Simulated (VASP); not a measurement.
Level of theory: PBEsol GGA, VASP's PBE PAW potentials (set 64) (plane waves; VASP).

A VASP calculation is set up with these files.

### INCAR
```
LMAXMIX = 4   # l cut-off of mixed one-centre charges
LREAL = .False.   # projection in real space or not
SIGMA = 0.05   # width (eV)
ENCUT = 300
LCHARG = .False.
SYSTEM = NbAs2
EDIFF = 1E-6   # SCF stop (eV)
ALGO = Normal
ISMEAR = -1   # Fermi-Dirac
GGA = PS
LASPH = .True.   # aspherical one-centre terms
NELM = 100
ISIF = 2   # forces and stress, cell fixed
LWAVE = .False.
PREC = Accurate
```

**POSCAR**
```
NbAs2
4.9822750
  0.9401327707  -0.3408081649   0.0000000000
  0.9401327707   0.3408081649   0.0000000000
 -0.7689117923   0.0000000000   1.3634855563
Nb As
2 4
Direct
  0.1574000000   0.1574000000   0.1965000000
  0.8426000000   0.8426000000   0.8035000000
  0.4059000000   0.4059000000   0.1084000000
  0.5941000000   0.5941000000   0.8916000000
  0.8600000000   0.8600000000   0.4720000000
  0.1400000000   0.1400000000   0.5280000000
```

**KPOINTS**
```
Automatic mesh
0
Gamma
4 4 2
0 0 0
```

POTCAR, in this order: Nb_sv As (PBE.64 set). Program: vasp_std.

Output of the run:

**OSZICAR**
```
       N       E                     dE             d eps       ncg     rms          rms(c)
DAV:   1     0.269094090583E+03    0.26909E+03   -0.17730E+04   812   0.107E+03
DAV:   2    -0.216969922726E+02   -0.29079E+03   -0.28475E+03  1015   0.376E+02
DAV:   3    -0.460729414968E+02   -0.24376E+02   -0.24026E+02  1296   0.818E+01
DAV:   4    -0.477606233748E+02   -0.16877E+01   -0.16828E+01  1168   0.206E+01
DAV:   5    -0.478017985590E+02   -0.41175E-01   -0.41085E-01  1210   0.312E+00    0.120E+01
DAV:   6    -0.461491701191E+02    0.16526E+01   -0.14538E+01  1160   0.194E+01    0.423E+00
DAV:   7    -0.459020873651E+02    0.24708E+00   -0.21093E+00  1210   0.699E+00    0.299E+00
DAV:   8    -0.458519126955E+02    0.50175E-01   -0.20600E-01  1016   0.302E+00    0.645E-01
DAV:   9    -0.458512222161E+02    0.69048E-03   -0.28797E-02  1274   0.846E-01    0.352E-01
DAV:  10    -0.458507462847E+02    0.47593E-03   -0.54134E-03  1136   0.508E-01    0.669E-02
DAV:  11    -0.458507169644E+02    0.29320E-04   -0.43811E-04  1216   0.128E-01    0.241E-02
DAV:  12    -0.458507161811E+02    0.78333E-06   -0.36173E-05  1013   0.365E-02    0.567E-03
DAV:  13    -0.458507156321E+02    0.54894E-06   -0.60368E-06   984   0.117E-02
   1 F= -.45850716E+02 E0= -.45848128E+02  d E =-.517575E-02
```

File OUTCAR:
```
------------------------ aborting loop because EDIFF is reached ----------------------------------------
  FORCE on cell =-STRESS in cart. coord.  units (eV):
  Direction    XX          YY          ZZ          XY          YZ          ZX
  --------------------------------------------------------------------------------------
  Total       -1.7325807     -1.8489768     -1.4344908      0.0000000      0.0000000     -0.0616435
  in kB      -25.6886478    -27.4144307    -21.2689251      0.0000000      0.0000000     -0.9139764
  external PRESSURE =     -24.7906679 kB  Pullay stress =       0.0000000 kB
  volume of cell :      108.06
      direct lattice vectors                 reciprocal lattice vectors
     4.684000000 -1.698000000  0.000000000     0.106746371 -0.294464075  0.060197589
     4.684000000  1.698000000  0.000000000     0.106746371  0.294464075  0.060197589
    -3.830930000  0.000000000  6.793260000     0.000000000  0.000000000  0.147204729
 POSITION                                       TOTAL-FORCE (eV/Angst)
 -----------------------------------------------------------------------------------
      0.72175      0.00000      1.33488        -0.070014      0.000000     -0.106714
      4.81532      0.00000      5.45838         0.070014      0.000000      0.106714
      3.38720      0.00000      0.73639         0.040163      0.000000     -0.010754
      2.14987      0.00000      6.05687        -0.040163      0.000000      0.010754
      6.24828      0.00000      3.20642        -0.247625      0.000000      0.010884
     -0.71121      0.00000      3.58684         0.247625      0.000000     -0.010884
 -----------------------------------------------------------------------------------
    total drift:                               -0.000000     -0.000000     -0.000000
  FREE ENERGIE OF THE ION-ELECTRON SYSTEM (eV)
  ---------------------------------------------------
  free  energy   TOTEN  =       -45.8507156321 eV

  energy  without entropy=      -45.8455398832  energy(sigma->0) =      -45.84812776
```
(Selected blocks of OUTCAR.)

At this cut-off the stress carries a Pulay error, which pulls relaxed volumes low.

The structure comes from a measured NbAs2 entry of the Crystallography Open Database, whose conditions weren't checked. The cell was not relaxed at this level. The k-mesh is coarse (spacing up to 0.50 per Å, 2π included), so the numbers may not be converged in it. The run is one of a series of settings (GGA = PS, POTCAR Nb_sv As (PBE.64 set) against the base run), some of them coarse on purpose.
